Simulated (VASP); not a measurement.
Method: PBEsol GGA, VASP's PBE PAW potentials (set 64) (plane waves; VASP).

Input for VASP

### INCAR
```
SYSTEM=MnS
PREC=Accurate; ENCUT=400; LREAL=F
LASPH=T
EDIFF=1E-6; NELM=100; ALGO=Normal
LMAXMIX=4
ISMEAR=1; SIGMA=0.1
GGA=PS
MAGMOM=0.1 4.1
ISPIN=2
IBRION=2; NSW=60; ISIF=3
EDIFFG=-0.01
LWAVE=F; LCHARG=F; LORBIT=10
```

### KPOINTS
```
Automatic mesh
0
G
 10 10 10
```

POSCAR:
```
MnS
1.0
  0.0000000000   2.7369489120   2.7369489120
  2.7369489120   0.0000000000   2.7369489120
  2.7369489120   2.7369489120   0.0000000000
S Mn
1 1
direct
  0.2500000000   0.2500000000   0.2500000000
  0.0000000000   0.0000000000   0.0000000000
```

POTCAR, in this order: S Mn_pv (PBE.64 set). Program: vasp_std.

The run wrote:

OSZICAR:
```
       N       E                     dE             d eps       ncg     rms          rms(c)
DAV:   1     0.112703753359E+03    0.11270E+03   -0.95051E+03  3036   0.104E+03
DAV:   2    -0.104392647731E+02   -0.12314E+03   -0.11805E+03  3044   0.289E+02
DAV:   3    -0.159972651628E+02   -0.55580E+01   -0.55217E+01  3555   0.690E+01
DAV:   4    -0.160680426635E+02   -0.70778E-01   -0.70756E-01  3430   0.806E+00
DAV:   5    -0.160694924558E+02   -0.14498E-02   -0.14497E-02  3542   0.118E+00    0.114E+01
DAV:   6    -0.149457712766E+02    0.11237E+01   -0.11111E+01  2920   0.424E+01    0.110E+01
DAV:   7    -0.147696430725E+02    0.17613E+00   -0.15531E+00  2836   0.199E+01    0.612E+00
DAV:   8    -0.147768082276E+02   -0.71652E-02   -0.57339E-02  3404   0.215E+00    0.345E+00
DAV:   9    -0.147635598295E+02    0.13248E-01   -0.32094E-02  3301   0.190E+00    0.695E-01
DAV:  10    -0.147691505444E+02   -0.55907E-02   -0.78232E-03  3156   0.103E+00    0.251E-01
DAV:  11    -0.147688254181E+02    0.32513E-03   -0.14549E-03  3255   0.267E-01    0.141E-01
DAV:  12    -0.147689258199E+02   -0.10040E-03   -0.32680E-04  3450   0.197E-01    0.811E-02
DAV:  13    -0.147689302106E+02   -0.43907E-05   -0.33480E-05  3317   0.606E-02    0.529E-02
DAV:  14    -0.147689388697E+02   -0.86591E-05   -0.93010E-06  3366   0.303E-02    0.151E-02
DAV:  15    -0.147689395069E+02   -0.63723E-06   -0.16376E-06  2892   0.122E-02
   1 F= -.14768940E+02 E0= -.14768778E+02  d E =-.147689E+02  mag=     4.5988
       N       E                     dE             d eps       ncg     rms          rms(c)
DAV:   1    -0.148494203677E+02   -0.80481E-01   -0.11757E+00  2820   0.158E+01    0.284E+00
DAV:   2    -0.147789372567E+02    0.70483E-01   -0.37143E-01  2820   0.950E+00    0.255E+00
DAV:   3    -0.147730524836E+02    0.58848E-02   -0.21059E-02  2841   0.240E+00    0.563E-01
DAV:   4    -0.147721040047E+02    0.94848E-03   -0.73978E-03  3168   0.523E-01    0.302E-01
DAV:   5    -0.147718422796E+02    0.26173E-03   -0.80977E-04  3100   0.385E-01    0.199E-01
DAV:   6    -0.147717536494E+02    0.88630E-04   -0.27509E-04  2939   0.137E-01    0.599E-02
DAV:   7    -0.147717459014E+02    0.77480E-05   -0.38841E-05  3100   0.502E-02    0.201E-02
DAV:   8    -0.147717454351E+02    0.46634E-06   -0.51785E-06  3345   0.167E-02
   2 F= -.14771745E+02 E0= -.14771715E+02  d E =-.280593E-02  mag=     4.5211
       N       E                     dE             d eps       ncg     rms          rms(c)
DAV:   1    -0.148685603017E+02   -0.96814E-01   -0.14447E+00  2820   0.175E+01    0.307E+00
DAV:   2    -0.147817509047E+02    0.86809E-01   -0.47955E-01  2820   0.108E+01    0.283E+00
DAV:   3    -0.147733240614E+02    0.84268E-02   -0.28314E-02  2841   0.285E+00    0.648E-01
DAV:   4    -0.147723016747E+02    0.10224E-02   -0.80940E-03  3131   0.565E-01    0.339E-01
DAV:   5    -0.147719392060E+02    0.36247E-03   -0.89065E-04  3149   0.401E-01    0.215E-01
DAV:   6    -0.147718183455E+02    0.12086E-03   -0.26951E-04  2956   0.143E-01    0.544E-02
DAV:   7    -0.147718147766E+02    0.35689E-05   -0.33087E-05  3135   0.478E-02    0.192E-02
DAV:   8    -0.147718143012E+02    0.47539E-06   -0.40418E-06  3247   0.151E-02
   3 F= -.14771814E+02 E0= -.14772108E+02  d E =-.287479E-02  mag=     4.4792
       N       E                     dE             d eps       ncg     rms          rms(c)
DAV:   1    -0.147943093675E+02   -0.22495E-01   -0.32994E-01  2820   0.847E+00    0.146E+00
DAV:   2    -0.147749495911E+02    0.19360E-01   -0.10722E-01  2820   0.539E+00    0.142E+00
DAV:   3    -0.147728171660E+02    0.21324E-02   -0.58935E-03  2841   0.129E+00    0.305E-01
DAV:   4    -0.147724567350E+02    0.36043E-03   -0.18695E-03  3264   0.315E-01    0.152E-01
DAV:   5    -0.147723645538E+02    0.92181E-04   -0.29600E-04  3030   0.207E-01    0.971E-02
DAV:   6    -0.147723407399E+02    0.23814E-04   -0.47801E-05  2981   0.608E-02    0.322E-02
DAV:   7    -0.147723397121E+02    0.10278E-05   -0.56634E-06  3184   0.243E-02    0.935E-03
DAV:   8    -0.147723399114E+02   -0.19924E-06   -0.18545E-06  2521   0.870E-03
   4 F= -.14772340E+02 E0= -.14772583E+02  d E =-.340040E-02  mag=     4.4950
```

**OUTCAR**
```
------------------------ aborting loop because EDIFF is reached ----------------------------------------
  FORCE on cell =-STRESS in cart. coord.  units (eV):
  Direction    XX          YY          ZZ          XY          YZ          ZX
  --------------------------------------------------------------------------------------
  Total        0.0043130      0.0043130      0.0043130     -0.0000000      0.0000000      0.0000000
  in kB        0.1728376      0.1728376      0.1728376     -0.0000000      0.0000000      0.0000000
  external PRESSURE =       0.1728376 kB  Pullay stress =       0.0000000 kB
  volume of cell :       39.98
      direct lattice vectors                 reciprocal lattice vectors
     0.000000000  2.713977979  2.713977979    -0.184231414  0.184231414  0.184231414
     2.713977979 -0.000000000  2.713977979     0.184231414 -0.184231414  0.184231414
     2.713977979  2.713977979  0.000000000     0.184231414  0.184231414 -0.184231414
 POSITION                                       TOTAL-FORCE (eV/Angst)
 -----------------------------------------------------------------------------------
      1.35699      1.35699      1.35699         0.000000      0.000000      0.000000
      0.00000      0.00000      0.00000        -0.000000     -0.000000     -0.000000
 -----------------------------------------------------------------------------------
    total drift:                               -0.000000     -0.000000     -0.000000
  FREE ENERGIE OF THE ION-ELECTRON SYSTEM (eV)
  ---------------------------------------------------
  free  energy   TOTEN  =       -14.7723399114 eV

  energy  without entropy=      -14.7730677330  energy(sigma->0) =      -14.77258252

 total charge

# of ion       s       p       d       tot
------------------------------------------
    1        1.313   2.426   0.000   3.739
    2        0.281   6.251   4.956  11.488
--------------------------------------------------
tot          1.594   8.677   4.956  15.227

 magnetization (x)

# of ion       s       p       d       tot
------------------------------------------
    1        0.009   0.035   0.000   0.043
    2        0.047   0.068   3.910   4.025
--------------------------------------------------
tot          0.056   0.103   3.910   4.068

 reached required accuracy - stopping structural energy minimisation
```
(Selected blocks of OUTCAR.)

CONTCAR:
```
MnS
   1.00000000000000
     0.0000000000000000    2.7139779793529768    2.7139779793529768
     2.7139779793529768   -0.0000000000000000    2.7139779793529768
     2.7139779793529768    2.7139779793529768    0.0000000000000000
  S               Mn
     1     1
Direct
     0.2500000000000000    0.2500000000000000    0.2500000000000000
     0.0000000000000000    0.0000000000000000    0.0000000000000000
```

Energy and stress use the plane-wave basis of the starting cell. The moments were started parallel, and other spin orders were not tried in this run.

The structure was generated: MnS was put into the zincblende type (F-43m), which need not be its known phase. This run relaxes it. Symmetry was kept, so distortions that lower it aren't found. The start is the result of an earlier pass.
